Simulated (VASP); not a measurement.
Shape and ions are relaxed at each volume.

Energy against volume of WC (wc). The numbers are results of PW91 GGA, VASP's PBE PAW potentials (set 64) (plane waves; VASP), not measurements.

```tsv
V (Å³/atom)	E (eV/atom)
9.970	-11.12594
10.288	-11.16492
10.607	-11.17729
10.925	-11.16694
11.243	-11.13721
```

Problem. Fit a third-order Birch-Murnaghan equation of state.

Solution. 
| Quantity | Value |
|---|---|
| volume per atom | 10.61 Å³/atom |
| bulk modulus | 379 GPa |
| pressure derivative of the bulk modulus | 4.28 |

The compound is WC in the wc structure. It was relaxed first.
